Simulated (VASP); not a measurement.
GaSb:

```
Ga Sb
1.0
     0.00000    3.05900    3.05900
     3.05900    0.00000    3.05900
     3.05900    3.05900    0.00000
Ga Sb
1 1
Direct
  0.00000 0.00000 0.00000
  0.25000 0.25000 0.25000
```

```yaml
Program: VASP 6.6.1
Task: relaxation of cell and atoms
Functional: PBE
Potentials_or_basis: VASP PAW PBE potentials, release 64 (Ga_d, Sb)
Cutoff: 700 eV
k_mesh: 10 × 10 × 10
Occupations: gaussian, width 0.02 eV
Spin: no spin polarisation
```

At the start: pressure 2.4 GPa; volume 28.62 Å³/atom.

Question: How do energy, volume and symmetry change on relaxing?

Answer: Over 12 steps the energy falls by 10.1 meV/atom and the volume is 30.02 Å³/atom (+4.9 %); space group F-43m (No. 216, to 0.05 Å).

Step by step:
| step | energy change (eV) | largest force (eV/Å) | pressure (GPa) | volume (Å³) |
| --- | --- | --- | --- | --- |
| 1 | 0.0000 | 0.0000 | 2.39 | 57.25 |
| 2 | -0.0188 | 0.0000 | -0.57 | 60.86 |
| 3 | -0.0202 | 0.0000 | -0.03 | 60.07 |
| 4 | -0.0202 | 0.0000 | 0.07 | 60.01 |
| 5 | -0.0202 | 0.0000 | 0.04 | 60.01 |
| 6 | -0.0202 | 0.0000 | 0.03 | 60.02 |
| 7 | -0.0202 | 0.0000 | 0.04 | 60.02 |
| 8 | -0.0202 | 0.0000 | 0.04 | 60.02 |
| 9 | -0.0202 | 0.0000 | 0.02 | 60.02 |
| 10 | -0.0202 | 0.0000 | 0.03 | 60.02 |
| 11 | -0.0202 | 0.0000 | 0.02 | 60.03 |
| 12 | -0.0202 | 0.0000 | 0.01 | 60.04 |

Final structure:
```
Ga Sb
1.0
     0.00000    3.10796    3.10796
     3.10796    0.00000    3.10796
     3.10796    3.10796    0.00000
Ga Sb
1 1
Direct
  0.00000 0.00000 0.00000
  0.25000 0.25000 0.25000
```
